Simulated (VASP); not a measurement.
# Li3ZrN2 (P1) in VASP: relaxation of cell and atoms with PBE

Aim: the relaxation of cell and atoms of Li3ZrN2 with PBE.

All numbers are computed with VASP 6.6.1; they aren't measurements. Logs are shortened: lines on timing, memory, paths and dates and some standing lists are left out, and cuts for length are marked.

**1. The crystal as given**

The typed cell holds 12 atoms: a = 3.356 Å, b = 6.562 Å, c = 5.729 Å, α = 91.13°, β = 90.31°, γ = 120.99°.

The cell was built by a generator and needn't be a form met in nature.

**2. Relaxation of cell and atoms, PBE**

File INCAR:

```
ALGO = Fast
EDIFF = 1E-5
EDIFFG = -0.03
ENCUT = 520
GGA = PE
IBRION = 2
ISIF = 3
ISMEAR = 0
ISYM = 0
KPAR = 4
LASPH = T
LCHARG = F
LREAL = Auto
LWAVE = F
NELM = 80
NSW = 110
PREC = Normal
SIGMA = 0.15
```

File KPOINTS:

```
k-points
0
Gamma
  8 8 4
```

File POSCAR:

```
Li3ZrN2
1.0
    3.3560356900     -0.0065885900     -0.0090016200
   -3.3674484800      5.6318961700     -0.0655818100
   -0.0155933600     -0.0745934200      5.7289725000
Li Zr N
6 2 4
Direct
    0.9782991000      0.9922794400      0.4983575600
    0.0330857800      0.5108314700      0.4982053300
    0.3346701700      0.3315554700      0.6528997500
    0.3396631300      0.8368141800      0.6784577200
    0.6645612400      0.1620255100      0.3305625600
    0.6508183000      0.6538579000      0.3242578700
    0.0070850700      0.9966163600      0.9841998000
    0.9525553500      0.4863238900      0.9989941800
    0.6845429000      0.1737284500      0.7627729800
    0.6771227900      0.6656971000      0.7483543300
    0.3448827200      0.3346250500      0.2441962200
    0.3245459100      0.8250249900      0.2448054000
```

Potentials or basis: VASP PAW PBE potentials, release 64 (Li_sv, Zr_sv, N).

Command:

```console
> cat potpaw_PBE.64/Li_sv/POTCAR potpaw_PBE.64/Zr_sv/POTCAR potpaw_PBE.64/N/POTCAR > POTCAR
> mpirun -np 4 vasp_std > vasp.out
```

OUTCAR:

```text
EDIFF = 1E-5
   EDIFFG = -0.03
   ENCUT = 520
   GGA = PE
   IBRION = 2
   ISIF = 3
   ISMEAR = 0
   ISYM = 0
   LASPH = T
   LREAL = Auto
   NELM = 80
   NSW = 110
   PREC = Normal

 ion  position               nearest neighbor table
   1  0.978  0.992  0.498-   3 2.08   5 2.12   4 2.12   6 2.13   4 2.21   5 2.21   7 2.78   7 2.95

   2  0.033  0.511  0.498-   6 2.06   4 2.08   3 2.11   5 2.16   6 2.19   3 2.21   8 2.87   8 2.88

   3  0.335  0.332  0.653-  10 1.94   9 1.99   9 2.03   1 2.08   2 2.11   2 2.21   8 2.64   7 2.71
                             8 2.81
   4  0.340  0.837  0.678-   9 1.94  10 1.95  10 2.01   2 2.08   1 2.12   1 2.21   7 2.56   7 2.58
                             8 2.73
   5  0.665  0.162  0.331-  12 1.95  11 1.99  11 2.03   1 2.12   2 2.16   1 2.21   8 2.67   7 2.72
                             7 2.77
   6  0.651  0.654  0.324-  11 1.84  12 1.99  12 2.00   2 2.06   1 2.13   2 2.19   8 2.61   8 2.72
                             7 2.78
   7  0.007  0.997  0.984-  10 2.27   9 2.34   9 2.34  11 2.38  12 2.43  12 2.49   4 2.56   4 2.58
                             3 2.71   5 2.72   5 2.77   6 2.78   1 2.78   1 2.95   8 3.14   8 3.26
   8  0.953  0.486  0.999-   9 2.20  11 2.26  10 2.34  12 2.34  11 2.47  10 2.55   6 2.61   3 2.64
                             5 2.67   6 2.72   4 2.73   3 2.81   2 2.87   2 2.88   7 3.14   7 3.26
   9  0.685  0.174  0.763-   4 1.94   3 1.99   3 2.03   8 2.20   7 2.34   7 2.34
  10  0.677  0.666  0.748-   3 1.94   4 1.95   4 2.01   7 2.27   8 2.34   8 2.55
  11  0.345  0.335  0.244-   6 1.84   5 1.99   5 2.03   8 2.26   7 2.38   8 2.47
  12  0.325  0.825  0.245-   5 1.95   6 1.99   6 2.00   8 2.34   7 2.43   7 2.49

IMPORTANT INFORMATION: All symmetrisations will be switched off!
NOSYMM: (Re-)initialisation of all symmetry stuff for point group C_1.

----------------------------------------------------------------------------------------

                                     Primitive cell

  volume of cell :     108.1358

  direct lattice vectors                    reciprocal lattice vectors
     3.356035690 -0.006588590 -0.009001620     0.298329284  0.178414883  0.003135036
    -3.367448480  5.631896170 -0.065581810     0.000355269  0.177799485  0.002315984
    -0.015593360 -0.074593420  5.728972500     0.000472815  0.002315674  0.174582808

  length of vectors
     3.356054229  6.562184446  5.729479316     0.347623446  0.177814923  0.174598805

  position of ions in fractional coordinates (direct lattice)
     0.978299100  0.992279440  0.498357560
     0.033085780  0.510831470  0.498205330
     0.334670170  0.331555470  0.652899750
     0.339663130  0.836814180  0.678457720
     0.664561240  0.162025510  0.330562560
     0.650818300  0.653857900  0.324257870
     0.007085070  0.996616360  0.984199800
     0.952555350  0.486323890  0.998994180
     0.684542900  0.173728450  0.762772980
     0.677122790  0.665697100  0.748354330
     0.344882720  0.334625050  0.244196220
     0.324545910  0.825024990  0.244805400

  ion indices of the primitive-cell ions
   primitive index   ion index
                 1           1
                 2           2
                 3           3
                 4           4
                 5           5
                 6           6
                 7           7
                 8           8
                 9           9
                10          10
                11          11
                12          12

----------------------------------------------------------------------------------------

 KPOINTS: k-points

Automatic generation of k-mesh.
 Grid dimensions read from file:
 generate k-points for:    8    8    4

 Generating k-lattice:

  Cartesian coordinates                     Fractional coordinates (reciprocal lattice)
     0.037291160  0.022301860  0.000391879     0.125000000 -0.000000000  0.000000000
     0.000044409  0.022224936  0.000289498     0.000000000  0.125000000  0.000000000
     0.000118204  0.000578919  0.043645702     0.000000000  0.000000000  0.250000000

  Length of vectors
     0.043452931  0.022226865  0.043649701
[... 43 lines left out ...]
   NGXF,Y,Z  is equivalent  to a cutoff of  19.81, 20.27, 18.57 a.u.
 SYSTEM =  unknown system
   PREC   = normal    normal or accurate (medium, high low for compatibility)
   ISTART =      0    job   : 0-new  1-cont  2-samecut
   ICHARG =      2    charge: 1-file 2-atom 10-const
   ISPIN  =      1    spin polarized calculation?
   LNONCOLLINEAR =      F non collinear calculations
   LSORBIT =      F    spin-orbit coupling
   LASPH  =      T    aspherical Exc in radial PAW
   ENCUT  =  520.0 eV  38.22 Ry    6.18 a.u.   6.24 12.20 10.65*2*pi/ulx,y,z
   NELM   =     80;   NELMIN=  2; NELMDL= -5     # of ELM steps
   EDIFF  = 0.1E-04   stopping-criterion for ELM
   LREAL  =      T    real-space projection
   EDIFFG = -.3E-01   stopping-criterion for IOM
   NSW    =    110    number of steps for IOM
   IBRION =      2    ionic relax: 0-MD 1-quasi-New 2-CG
   NFREE  =      1    steps in history (QN), initial steepest desc. (CG)
   ISIF   =      3    stress and relaxation
   ISYM   =      0    0-nonsym 1-usesym 2-fastsym
   POTIM  = 0.5000    time-step for ionic-motion
   TEBEG  =    0.0;   TEEND  =   0.0 temperature during run
   PSTRESS=    0.0 pullay stress
   NELECT =      62.0000    total number of electrons
   NUPDOWN=      -1.0000    fix difference up-down
   EMIN   =  10.00;   EMAX   =-10.00  energy-range for DOS
   EFERMI =   0.00;   METHOD = LEGACY
   ISMEAR =     0;   SIGMA  =   0.15  broadening in eV -4-tet -1-fermi 0-gaus
   EFERMI_NEDOS =   21; number of points for ismear=-14 and -15
   IALGO  =     68    algorithm
   IMIX   =      4    mixing-type and parameters
     AMIX     =   0.40;   BMIX     =  1.00
     AMIX_MAG =   1.60;   BMIX_MAG =  1.00
  volume/ion in A,a.u.               =       9.01        60.81
  Fermi-wavevector in a.u.,A,eV,Ry     =   1.360031  2.570086 25.166488  1.849685
  Thomas-Fermi vector in A             =   2.486728
   LORBIT       =      0    0 simple, 1 ext, 2 COOP (PROOUT), +10 PAW based schemes
   GGA     = PE    functional components
   LHFCALC =     F    Hartree Fock is set to
   AEXX    =    0.0000 exact exchange contribution
   IVDW    =     0    specifies the selected vdW correction
   LEPSILON=     F    determine dielectric tensor
   LRPA    =     F    only Hartree local field effects (RPA)
 conjugate gradient relaxation of ions
 non-spin polarized calculation
 RMM-DIIS sequential band-by-band and
 Gauss-broadening in eV      SIGMA  =   0.15
  energy-cutoff  :      520.00
  volume of cell :      108.14
 maximum number of plane-waves:      2930
   NGX = 13   NGY = 25   NGZ = 21

--------------------------------------- Ionic step        1  -------------------------------------------

 number of electron      61.9999994 magnetization

 Free energy of the ion-electron system (eV)
  ---------------------------------------------------
  ext. energy  EPLUGINS =         0.00000000
  ---------------------------------------------------
  free energy    TOTEN  =       -69.80739807 eV

  energy without entropy =      -69.78285786  energy(sigma->0) =      -69.79512797

------------------------ aborting loop EDIFF was not reached (unconverged)  ----------------------------

  FORCE on cell =-STRESS in cart. coord.  units (eV):
  Direction    XX          YY          ZZ          XY          YZ          ZX
  --------------------------------------------------------------------------------------
  -------------------------------------------------------------------------------------
  Total       -1.1540974      5.3869359      2.9760538      0.6466771      3.3780586      0.1271148
  in kB      -17.0994996     79.8146750     44.0942250      9.5813886     50.0504651      1.8833756
  external PRESSURE =      35.6031335 kB  Pullay stress =       0.0000000 kB
[... 33 lines left out ...]
--------------------------------------- Ionic step        2  -------------------------------------------

 number of electron      61.9999937 magnetization

------------------------ aborting loop EDIFF was not reached (unconverged)  ----------------------------

  FORCE on cell =-STRESS in cart. coord.  units (eV):
  Direction    XX          YY          ZZ          XY          YZ          ZX
  --------------------------------------------------------------------------------------
  -------------------------------------------------------------------------------------
  Total       -1.8903647     -1.5151783     -1.5672332      0.0328014      0.2186438      0.3315500
  in kB      -27.2217777    -21.8189899    -22.5685943      0.4723496      3.1485317      4.7744124
  external PRESSURE =     -23.8697873 kB  Pullay stress =       0.0000000 kB
[... 73 lines left out ...]
  FREE ENERGIE OF THE ION-ELECTRON SYSTEM (eV)
  ---------------------------------------------------
  free  energy   TOTEN  =       -70.2373280323 eV

  energy  without entropy=      -70.2128915637  energy(sigma->0) =      -70.22510980

[... ionic steps 4 to 20 ...]

--------------------------------------- Ionic step       21  -------------------------------------------

 number of electron      61.9999996 magnetization

------------------------ aborting loop because EDIFF is reached ----------------------------------------
[... 87 lines left out ...]
--------------------------------------- Ionic step       23  -------------------------------------------

 number of electron      61.9999991 magnetization

 Free energy of the ion-electron system (eV)
  ---------------------------------------------------
  ext. energy  EPLUGINS =         0.00000000
  ---------------------------------------------------
  free energy    TOTEN  =       -70.31136407 eV

  energy without entropy =      -70.28692347  energy(sigma->0) =      -70.29914377

 E-fermi :   8.3832     XC(G=0): -11.2956

 val. band max:        8.3764462798   @ k =   0.5000   0.3750   0.2500
 cond. band min:       8.3998573284   @ k =   0.3750  -0.1250   0.2500
 fundamental gap:      0.0234110486
 Fermi energy:         8.3831560853

 k-point     1 :       0.0000    0.0000    0.0000
  band No.  band energies     occupation
      1     -41.1481      2.00000
      2     -41.0769      2.00000
      3     -39.2987      2.00000
      4     -39.2666      2.00000
      5     -37.7600      2.00000
      6     -37.7510      2.00000
[... 973 lines left out ...]
     37      12.0014      0.00000
     38      12.1635      0.00000

 [... further k-points ...]

------------------------ aborting loop because EDIFF is reached ----------------------------------------

  FORCE on cell =-STRESS in cart. coord.  units (eV):
  Direction    XX          YY          ZZ          XY          YZ          ZX
  --------------------------------------------------------------------------------------
  -------------------------------------------------------------------------------------
  Total        0.0310917      0.0093519     -0.0578847      0.0037196     -0.0105107     -0.0015884
  in kB        0.4572378      0.1375296     -0.8512576      0.0547007     -0.1545714     -0.0233589
  external PRESSURE =      -0.0854968 kB  Pullay stress =       0.0000000 kB
[... 27 lines left out ...]
  FREE ENERGIE OF THE ION-ELECTRON SYSTEM (eV)
  ---------------------------------------------------
  free  energy   TOTEN  =       -70.3113640668 eV

  energy  without entropy=      -70.2869234742  energy(sigma->0) =      -70.29914377

 reached required accuracy - stopping structural energy minimisation
```

It took 23 min on 4 MPI ranks of Intel Xeon 6975P-C (Granite Rapids), shared host; peak memory 0.4 GiB.

These settings aren't checked as converged: the numbers below hold their error.

What came out:

```
Free energy                            : -70.3114 eV
Relaxed volume                         : 9.08 Å³/atom
Relaxed cell                           : a = 3.312 Å, b = 6.620 Å, c = 5.739 Å, α = 89.97°, β = 90.01°, γ = 120.01°
Space group after relaxing (to 0.05 Å) : P-1 (No. 2)
Energy gained by relaxing              : 42.0 meV/atom
Ionic steps                            : 23
Largest force after relaxing           : 0.030 eV/Å
Band gap on the k mesh                 : none (metal or under the smearing width)
```

Caveat: the cutoff is under 1.25 times the usual one of these potentials, so pressure, stress and relaxed cells hold a basis-set (Pulay) error.
